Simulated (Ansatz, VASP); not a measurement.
# Cross-check of Si2Mo between VASP and Ansatz, part 2 of 2

One calculation is typed for both programs; each brings its own data sets and cutoff. How far apart do they land? The start cell is built, not measured: As first built, before any earlier steps moved the atoms (in the runner's words): it takes the Si2W structure with some of its atoms replaced by other elements, volume scaled by an estimate. The cell is taken from a series of VASP runs on this material, whose earlier steps may have relaxed, scaled or displaced it; both programs get it as it stands.

VASP 6.6.1 and Ansatz 0.2.0.

So far: Starting point; Ansatz: zone-centre phonons, r2SCAN.

## (3) VASP: zone-centre phonons, r2SCAN

Level of this step: r2SCAN; plane waves and PAW (Mo_sv, Si) (VASP).

The same cell, functional, mesh and smearing now go to VASP, with its own data sets and cutoff.

Lines of VASP's logs that name or quote its potential files are left out, and so is its time.

Input file INCAR:

```
SYSTEM = Si2Mo
PREC = Accurate
ENCUT = 400
EDIFF = 1E-08
NELM = 100
ISMEAR = 0
SIGMA = 0.05
LREAL = .FALSE.
ALGO = Normal
METAGGA = R2SCAN
LASPH = .TRUE.
NBANDS = 17
LORBIT = 11
LWAVE = .FALSE.
LCHARG = .FALSE.
IBRION = 6
NFREE = 2
POTIM = 0.015
ISIF = 2
NSW = 1
```

Input file POSCAR:

```
Si2Mo
1.0
   -1.6015323554      1.6015323554      3.9083924648
    1.6015323554     -1.6015323554      3.9083924648
    1.6015323554      1.6015323554     -3.9083924648
Mo Si
1 2
Direct
    0.0000000000      0.0000000000      0.0000000000
    0.3354524068      0.3354524068      0.0000000000
    0.6645475932      0.6645475932      0.0000000000
```

Input file KPOINTS:

```
Automatic mesh
0
Gamma
10 10 10
0 0 0
```

PAW data sets: Mo_sv and Si (PBE family, release 64).

On the command line:

```
> mpirun -np 1 vasp_std
```

Numbers of over 12 decimals in the logs are rounded to 6 here.

Log:

```text
[banner, memory and clock lines left out]
running    1 mpi-ranks, on    1 nodes
 distrk:  each k-point on    1 cores,    1 groups
 distr:  one band on    1 cores,    1 groups

 POSCAR found type information on POSCAR MoSi
 POSCAR found :  2 types and       3 ions
|                                                                             |
|               ----> ADVICE to this user running VASP <----                  |
|                                                                             |
|     You enforced a specific xc type in the INCAR file but a different       |
|     [... a line on the potential file left out ...]
|     I HOPE YOU KNOW WHAT YOU ARE DOING!                                     |
|                                                                             |

 LDA part: xc-table for (None), standard interpolation
 POSCAR, INCAR and KPOINTS ok, starting setup
 FFT: planning ... GRIDC
 FFT: planning ... GRID_SOFT
 FFT: planning ... GRID
 WAVECAR not read
 entering main loop
       N       E                     dE             d eps       ncg     rms          rms(c)
DAV:   1     0.735335343212E+02    0.73534E+02   -0.10167E+04  3508   0.104E+03
DAV:   2    -0.498291867167E+02   -0.12336E+03   -0.12123E+03  4306   0.284E+02
DAV:   3    -0.521583994944E+02   -0.23292E+01   -0.23095E+01  4267   0.355E+01
DAV:   4    -0.521695859674E+02   -0.11186E-01   -0.11182E-01  4313   0.279E+00
DAV:   5    -0.521696541387E+02   -0.68171E-04   -0.68157E-04  4365   0.213E-01    0.247E+01
DAV:   6    -0.450270485210E+02    0.71426E+01   -0.55644E+00  3625   0.214E+01    0.498E+00
DAV:   7    -0.450092486479E+02    0.17800E-01   -0.28404E-01  3715   0.364E+00    0.377E+00
DAV:   8    -0.450156004535E+02   -0.63518E-02   -0.45955E-02  4101   0.185E+00    0.711E-01
DAV:   9    -0.450172245898E+02   -0.16241E-02   -0.49316E-03  3933   0.551E-01    0.284E-01
DAV:  10    -0.450174557781E+02   -0.23119E-03   -0.48369E-04  3937   0.166E-01    0.555E-02
DAV:  11    -0.450175662331E+02   -0.11046E-03   -0.18800E-04  3836   0.113E-01    0.581E-02
DAV:  12    -0.450175732400E+02   -0.70069E-05   -0.87546E-06  4290   0.216E-02    0.200E-02
DAV:  13    -0.450175764220E+02   -0.31820E-05   -0.42358E-06  3717   0.135E-02    0.404E-03
DAV:  14    -0.450175765202E+02   -0.98195E-07   -0.33272E-07  4274   0.406E-03    0.362E-03
DAV:  15    -0.450175763391E+02    0.18105E-06   -0.45365E-08  3749   0.149E-03    0.559E-04
DAV:  16    -0.450175763151E+02    0.24027E-07   -0.15705E-09  1950   0.308E-04    0.184E-04
DAV:  17    -0.450175763144E+02    0.68667E-09   -0.17460E-10  1853   0.108E-04
   1 F= -.45017576E+02 E0= -.45017403E+02  d E =-.345765E-03
[... from here on, the cycles between the ionic steps are left out ...]
   2 F= -.45016429E+02 E0= -.45016257E+02  d E =-.343908E-03
   3 F= -.45016429E+02 E0= -.45016257E+02  d E =-.343902E-03
   4 F= -.45016030E+02 E0= -.45015858E+02  d E =-.343242E-03
   5 F= -.45016030E+02 E0= -.45015858E+02  d E =-.343248E-03
   6 F= -.45016654E+02 E0= -.45016483E+02  d E =-.343066E-03
   7 F= -.45016655E+02 E0= -.45016483E+02  d E =-.343086E-03
   8 F= -.45016054E+02 E0= -.45015931E+02  d E =-.247818E-03
 Finite differences progress:
  Degree of freedom:   4/  4
  Displacement:        1/  2
  Total:               7/  8
 bond charge predicted
       N       E                     dE             d eps       ncg     rms          rms(c)
DAV:   1    -0.450156938083E+02    0.36068E-03   -0.23701E-01  3476   0.256E+00    0.260E-01
DAV:   2    -0.450160921502E+02   -0.39834E-03   -0.71623E-03  4510   0.556E-01    0.129E-01
DAV:   3    -0.450160640982E+02    0.28052E-04   -0.25194E-04  3876   0.112E-01    0.542E-02
DAV:   4    -0.450160691165E+02   -0.50183E-05   -0.42663E-05  4301   0.442E-02    0.200E-02
DAV:   5    -0.450160715625E+02   -0.24460E-05   -0.59536E-06  3940   0.198E-02    0.697E-03
DAV:   6    -0.450160719427E+02   -0.38018E-06   -0.63718E-07  4161   0.619E-03    0.145E-03
DAV:   7    -0.450160719458E+02   -0.30764E-08   -0.66779E-08  4152   0.194E-03
   9 F= -.45016072E+02 E0= -.45015855E+02  d E =-.433559E-03
 Finite differences progress:
  Degree of freedom:   4/  4
  Displacement:        2/  2
  Total:               8/  8
```

OUTCAR, selected parts (step 3):

```text
ion  position               nearest neighbor table
   1  0.000  0.000  0.000-   3 2.60   2 2.60   3 2.60   2 2.60   3 2.60   2 2.60   2 2.60   3 2.60
                             2 2.62   3 2.62
   2  0.335  0.335  0.000-   3 2.57   1 2.60   1 2.60   1 2.60   1 2.60   1 2.62   3 2.63   3 2.63
                             3 2.63   3 2.63
   3  0.665  0.665  0.000-   2 2.57   1 2.60   1 2.60   1 2.60   1 2.60   1 2.62   2 2.63   2 2.63
                             2 2.63   2 2.63

  LATTYP: Found a body centered tetragonal cell.
 ALAT       =     3.2030647108
 C/A-ratio  =     2.4404080577

 Subroutine GETGRP returns: Found 16 space group operations
 (whereof 16 operations were pure point group operations)

The static configuration has the point symmetry D_4h.

 Found    102 irreducible k-points:

   k-points           NKPTS =    102   k-points in BZ     NKDIM =    102   number of bands    NBANDS=     17

   dimension x,y,z NGX =    30 NGY =   30 NGZ =   30
   dimension x,y,z NGXF=    60 NGYF=   60 NGZF=   60

   ENCUT  =  400.0 eV  29.40 Ry    5.42 a.u.   7.37  7.37  7.37*2*pi/ulx,y,z

   NELECT =      22.0000    total number of electrons

 k-points in reciprocal lattice and weights: Automatic mesh
   0.00000000  0.00000000  0.00000000       0.001
   0.10000000 -0.00000000  0.00000000       0.008
   0.20000000 -0.00000000  0.00000000       0.008
   0.30000000 -0.00000000  0.00000000       0.008
   0.40000000  0.00000000  0.00000000       0.008
   0.50000000  0.00000000  0.00000000       0.004
   0.10000000  0.10000000  0.00000000       0.008
   0.20000000  0.10000000  0.00000000       0.016
   0.30000000  0.10000000  0.00000000       0.016
[...]
-0.40000000 -0.40000000  0.40000000       0.002
   0.50000000  0.50000000  0.50000000       0.001

 average (electrostatic) potential at core
       1 -74.2139       2 -80.4321       3 -80.4214

 E-fermi :  12.1983

 k-point     1 :       0.0000    0.0000    0.0000
  band No.  band energies     occupation
    ...
      6       5.5446      2.00000
      7       8.8369      2.00000
      8       9.2051      2.00000
      9       9.4653      2.00000
     10       9.4653      2.00000
     11      12.6609      0.00000
     12      15.6707      0.00000
     13      15.7248      0.00000
     14      16.0020      0.00000
     15      16.0020      0.00000
    ...

 k-point     2 :       0.1000   -0.0000    0.0000
  band No.  band energies     occupation
    ...
      7       8.1466      2.00000
      8       9.2036      2.00000
      9       9.5934      2.00000
     10       9.8273      2.00000
     11      12.1233      1.96609
     12      15.0242      0.00000
     13      15.2903      0.00000
     14      16.1163      0.00000
     15      16.5277      0.00000
     16      17.1738      0.00000
    ...

 k-point     3 :       0.2000   -0.0000    0.0000
  band No.  band energies     occupation
    ...
      7       7.2355      2.00000
      8       9.0237      2.00000
      9       9.9363      2.00000
     10      10.0537      2.00000
     11      11.2293      2.00000
     12      14.1764      0.00000
     13      14.7453      0.00000
     14      16.7962      0.00000
     15      16.8506      0.00000
     16      17.7430      0.00000
    ...

  Total       -0.0339001     -0.0339001     -0.0499162      0.0000000      0.0000000      0.0000000
  in kB       -1.3545107     -1.3545107     -1.9944479      0.0000000      0.0000000      0.0000000
  external PRESSURE =      -1.5678231 kB  Pullay stress =       0.0000000 kB

  energy-cutoff  :      400.00
  volume of cell :       40.10
      direct lattice vectors                 reciprocal lattice vectors
    -1.601532355  1.601532355  3.908392465     0.000000000  0.312200998  0.127929834
     1.601532355 -1.601532355  3.908392465     0.312200998  0.000000000  0.127929834
     1.601532355  1.601532355 -3.908392465     0.312200998  0.312200998  0.000000000

 POSITION                                       TOTAL-FORCE (eV/Angst)
 -----------------------------------------------------------------------------------
      0.00000      0.00000      0.00000         0.000000      0.000000     -0.103981
      0.00000      0.00000      2.60716        -0.000000     -0.000000      0.199809
      0.00000      0.00000      5.19463         0.000000      0.000000     -0.095828
 -----------------------------------------------------------------------------------
    total drift:                               -0.000001     -0.000001      0.000328

  FREE ENERGIE OF THE ION-ELECTRON SYSTEM (eV)
  ---------------------------------------------------
  free  energy   TOTEN  =       -45.0160719458 eV

  energy  without entropy=      -45.0156383866  energy(sigma->0) =      -45.01585517

 Eigenvectors and eigenvalues of the dynamical matrix
 ----------------------------------------------------

   1 f  =   13.218139 THz    83.052020 2PiTHz  440.909674 cm-1    54.665808 meV
             X         Y         Z           dx          dy          dz
      0.000000  0.000000  0.000000    -0.000000    0.000000    0.000000
      0.000000  0.000000  2.622159    -0.000000    0.000000    0.707107
      0.000000  0.000000  5.194626     0.000000   -0.000000   -0.707107

   2 f  =    9.906115 THz    62.241959 2PiTHz  330.432443 cm-1    40.968383 meV
             X         Y         Z           dx          dy          dz
      0.000000  0.000000  0.000000    -0.000000    0.000000    0.000000
      0.000000  0.000000  2.622159    -0.364319   -0.606029   -0.000000
      0.000000  0.000000  5.194626     0.364319    0.606029   -0.000000

   3 f  =    9.906115 THz    62.241959 2PiTHz  330.432443 cm-1    40.968383 meV
             X         Y         Z           dx          dy          dz
      0.000000  0.000000  0.000000    -0.000000    0.000000   -0.000000
      0.000000  0.000000  2.622159    -0.606029    0.364319    0.000000
      0.000000  0.000000  5.194626     0.606029   -0.364319    0.000000

   4 f  =    9.737374 THz    61.181723 2PiTHz  324.803821 cm-1    40.270523 meV
             X         Y         Z           dx          dy          dz
      0.000000  0.000000  0.000000    -0.000000    0.000000   -0.607720
      0.000000  0.000000  2.622159     0.000000   -0.000000    0.561550
      0.000000  0.000000  5.194626    -0.000000    0.000000    0.561550

   5 f  =    8.390554 THz    52.719408 2PiTHz  279.878768 cm-1    34.700529 meV
             X         Y         Z           dx          dy          dz
      0.000000  0.000000  0.000000     0.379456    0.474622    0.000000
      0.000000  0.000000  2.622159    -0.350681   -0.438630   -0.000000
      0.000000  0.000000  5.194626    -0.350681   -0.438630   -0.000000

   6 f  =    8.390554 THz    52.719408 2PiTHz  279.878768 cm-1    34.700529 meV
             X         Y         Z           dx          dy          dz
      0.000000  0.000000  0.000000     0.474622   -0.379456   -0.000000
      0.000000  0.000000  2.622159    -0.438630    0.350681    0.000000
      0.000000  0.000000  5.194626    -0.438630    0.350681    0.000000

   7 f/i=    0.000173 THz     0.001088 2PiTHz    0.005777 cm-1     0.000716 meV
             X         Y         Z           dx          dy          dz
      0.000000  0.000000  0.000000    -0.726318   -0.321264    0.000000
      0.000000  0.000000  2.622159    -0.392957   -0.173812    0.000000
      0.000000  0.000000  5.194626    -0.392957   -0.173812    0.000000

   8 f/i=    0.000173 THz     0.001088 2PiTHz    0.005777 cm-1     0.000716 meV
             X         Y         Z           dx          dy          dz
      0.000000  0.000000  0.000000    -0.321264    0.726318    0.000000
      0.000000  0.000000  2.622159    -0.173812    0.392957    0.000000
      0.000000  0.000000  5.194626    -0.173812    0.392957    0.000000

   9 f/i=    0.000518 THz     0.003253 2PiTHz    0.017270 cm-1     0.002141 meV
             X         Y         Z           dx          dy          dz
      0.000000  0.000000  0.000000    -0.000000    0.000000   -0.794151
      0.000000  0.000000  2.622159    -0.000000    0.000000   -0.429723
      0.000000  0.000000  5.194626    -0.000000    0.000000   -0.429723

 ELASTIC MODULI CONTR FROM IONIC RELAXATION (kBar)
 Direction    XX          YY          ZZ          XY          YZ          ZX
 --------------------------------------------------------------------------------
 XX         -17.2908    -17.2908    -32.3537      0.0000     -0.0000      0.0000
 YY         -17.2908    -17.2908    -32.3537      0.0000     -0.0000      0.0000
 ZZ         -32.3537    -32.3537    -60.5384      0.0000     -0.0000      0.0000
 XY           0.0000      0.0000      0.0000      0.0000      0.0000      0.0000
 YZ          -0.0000     -0.0000     -0.0000      0.0000    -24.4418      0.0000
 ZX           0.0000      0.0000      0.0000      0.0000      0.0000    -24.4422
 --------------------------------------------------------------------------------

 total charge
# of ion       s       p       d       tot
------------------------------------------
    1        2.282   6.216   4.162  12.660
    2        0.730   0.892   0.000   1.622
    3        0.730   0.892   0.000   1.622
--------------------------------------------------
tot          3.742   8.000   4.162  15.904

[... 3 further parts left out ...]
```

CONTCAR:

```
Si2Mo
   1.00000000000000
    -1.6015323554000001    1.6015323554000001    3.9083924647999999
     1.6015323554000001   -1.6015323554000001    3.9083924647999999
     1.6015323554000001    1.6015323554000001   -3.9083924647999999
  Mo              Si
     1     2
Direct
     0.0000000000000000    0.0000000000000000    0.0000000000000000
     0.3335334592870416    0.3335334592870416    0.0000000000000000
     0.6645475931999982    0.6645475931999982    0.0000000000000000
```

## (4) Differences

Known differences besides the potentials themselves: VASP keeps PBE cores, Ansatz makes them for the functional; the cutoff is 500 eV in Ansatz and 400 eV in VASP; VASP uses finite displacements, Ansatz perturbation theory. Total energies have different zeros and are not compared.

The two programs side by side:

```tsv
quantity	Ansatz	VASP	difference
optical mode 1 to 2 (cm⁻¹)	278.4	279.9	-0.55 %
optical mode 3 (cm⁻¹)	323.0	324.8	-0.55 %
optical mode 4 to 5 (cm⁻¹)	330.2	330.4	-0.08 %
optical mode 6 (cm⁻¹)	440.2	440.9	-0.16 %
```

Modes are paired by rising frequency and degeneracy, not by their patterns, so a pair may still set unlike modes beside each other.

## (5) Outcome

```
r.m.s. difference of the optical zone-centre modes, each program's sorted by frequency (zone-centre phonons, r2SCAN) : 1.2 cm⁻¹
difference in optical mode 3 (zone-centre phonons, r2SCAN)                                                           : -0.5 %
```

What this shows: The r.m.s. difference of the optical zone-centre modes, each program's sorted by frequency is 1.2 cm⁻¹ (zone-centre phonons, r2SCAN). Among the rows given in per cent, the largest difference of the zone-centre phonons, r2SCAN pair is in optical mode 3, -0.5 %. Such differences can come from data sets, numerical settings and the points named under the comparisons, not from the functional's error against experiment.

[Lines on the potential files, build, host, timing and source positions are cut from VASP's logs without a mark.]

[Logs are printed without paths, hosts, clocks, repeated set-up lines and the standing remarks that a program may print on its own settings, such as how far it seeks lower states.]

[Hosts, paths, dates, database ids (printed as entryN), source tags and the programs' standing remarks are cut or masked in the printed files.]
